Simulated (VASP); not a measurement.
Input:

```xyz
2
Lattice="0.0000 2.3065 2.3065 2.3065 0.0000 2.3065 2.3065 2.3065 0.0000" Properties=species:S:1:pos:R:3 pbc="T T T"
Zr     0.0000     0.0000     0.0000
N      2.3065     2.3065     2.3065
```

All values below come from revPBE GGA, VASP's PBE PAW potentials (set 64) (plane waves; VASP). Settings: 520 eV cut-off, 15×15×15 Γ-centred mesh, tetrahedra with Blöchl corrections, potentials Zr_sv N.

Question: Tabulate the total density of states (states/eV per cell) against energy (eV; zero at the valence-band maximum or, without a gap, the Fermi level).

Answer: 
(E (eV), DOS (states/eV)): (-9.91, 0.00); (-9.57, 0.00); (-9.23, 0.00); (-8.90, 0.00); (-8.56, 0.00); (-8.22, 0.00); (-7.89, 0.00); (-7.55, 0.04); (-7.21, 0.29); (-6.88, 0.56); (-6.43, 1.12); (-6.09, 1.24); (-5.75, 0.88); (-5.42, 2.14); (-5.08, 2.94); (-4.75, 3.88); (-4.41, 1.77); (-4.07, 1.20); (-3.74, 0.91); (-3.40, 0.45); (-3.06, 0.12); (-2.73, 0.08); (-2.39, 0.14); (-2.05, 0.21); (-1.72, 0.27); (-1.38, 0.34); (-1.04, 0.41); (-0.71, 0.49); (-0.37, 0.62); (-0.03, 0.69); (0.41, 0.79); (0.75, 0.89); (1.09, 0.79); (1.42, 0.95); (1.76, 1.03); (2.10, 1.29); (2.43, 1.52); (2.77, 2.22); (3.11, 2.10); (3.44, 1.79)
Within 2 eV below the Fermi level the largest weight inside VASP's projection spheres is Zr d, then N p.

The compound is ZrN in the rock salt structure. It was relaxed first. The electron count is odd and the run is not spin-polarised, which forces a metal.
